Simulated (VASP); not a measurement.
Computed with PBE GGA, VASP's PBE PAW potentials (set 64) (plane waves; VASP).

Input for VASP

INCAR:
```
ISIF = 2   ! forces and stress, cell fixed
LCHARG = .FALSE.
SIGMA = 0.05   ! width (eV)
ALGO = Normal   ! blocked Davidson
ISMEAR = 0   ! Gaussian
LASPH = .TRUE.
LMAXMIX = 4   ! l cut-off of mixed one-centre charges
LREAL = .FALSE.   ! projection in real space or not
EDIFF = 1E-6
NELM = 100   ! most electronic steps
ENCUT = 400   ! plane-wave cut-off (eV)
SYSTEM = TeRh
LWAVE = .FALSE.
PREC = Accurate
GGA = PE   ! PBE
```

**KPOINTS**
```
Automatic mesh
0
Gamma
7 7 7
0 0 0
```

### POSCAR
```
TeRh
1
    3.2648550000     0.0000000000     0.0000000000
    0.0000000000     3.2648550000     0.0000000000
    0.0000000000     0.0000000000     3.2648550000
Rh Te
1 1
Direct
  0.0000000000   0.0000000000   0.0000000000
  0.5000000000   0.5000000000   0.5000000000
```

POTCAR, in this order: Rh_pv Te (PBE.64 set). Program: vasp_std.

What VASP printed:

File OSZICAR:
```
       N       E                     dE             d eps       ncg     rms          rms(c)
DAV:   1     0.115545346651E+03    0.11555E+03   -0.10301E+04   632   0.115E+03
DAV:   2    -0.737902855185E+01   -0.12292E+03   -0.12065E+03   644   0.307E+02
DAV:   3    -0.103443918839E+02   -0.29654E+01   -0.29120E+01   662   0.493E+01
DAV:   4    -0.103749662295E+02   -0.30574E-01   -0.30494E-01   662   0.524E+00
DAV:   5    -0.103754699259E+02   -0.50370E-03   -0.50370E-03   668   0.631E-01    0.156E+01
DAV:   6    -0.102889012662E+02    0.86569E-01   -0.74709E-02   602   0.239E+00    0.929E+00
DAV:   7    -0.102615758855E+02    0.27325E-01   -0.10677E-01   596   0.279E+00    0.126E+00
DAV:   8    -0.102604392701E+02    0.11366E-02   -0.51180E-03   626   0.735E-01    0.399E-01
DAV:   9    -0.102602678048E+02    0.17147E-03   -0.85901E-04   610   0.213E-01    0.151E-01
DAV:  10    -0.102602000966E+02    0.67708E-04   -0.23508E-04   614   0.159E-01    0.101E-01
DAV:  11    -0.102602001860E+02   -0.89372E-07   -0.45100E-06   602   0.190E-02
   1 F= -.10260200E+02 E0= -.10258799E+02  d E =-.280316E-02
```

**OUTCAR**
```
------------------------ aborting loop because EDIFF is reached ----------------------------------------
  FORCE on cell =-STRESS in cart. coord.  units (eV):
  Direction    XX          YY          ZZ          XY          YZ          ZX
  --------------------------------------------------------------------------------------
  Total        2.4904380      2.4904380      2.4904380     -0.0000000      0.0000000      0.0000000
  in kB      114.6554283    114.6554283    114.6554283     -0.0000000      0.0000000      0.0000000
  external PRESSURE =     114.6554283 kB  Pullay stress =       0.0000000 kB
  volume of cell :       34.80
      direct lattice vectors                 reciprocal lattice vectors
     3.264855000  0.000000000  0.000000000     0.306292316  0.000000000  0.000000000
     0.000000000  3.264855000  0.000000000     0.000000000  0.306292316  0.000000000
     0.000000000  0.000000000  3.264855000     0.000000000  0.000000000  0.306292316
 POSITION                                       TOTAL-FORCE (eV/Angst)
 -----------------------------------------------------------------------------------
      0.00000      0.00000      0.00000         0.000000      0.000000      0.000000
      1.63243      1.63243      1.63243         0.000000      0.000000      0.000000
 -----------------------------------------------------------------------------------
    total drift:                               -0.000000      0.000000      0.000000
  FREE ENERGIE OF THE ION-ELECTRON SYSTEM (eV)
  ---------------------------------------------------
  free  energy   TOTEN  =       -10.2602001860 eV

  energy  without entropy=      -10.2573970217  energy(sigma->0) =      -10.25879860
```
(Selected blocks of OUTCAR.)

The structure was generated: TeRh was put into the CsCl type (Pm-3m), which need not be its known phase. The cell was not relaxed at this level. The electron count is odd and the run is not spin-polarised, which forces a metal.
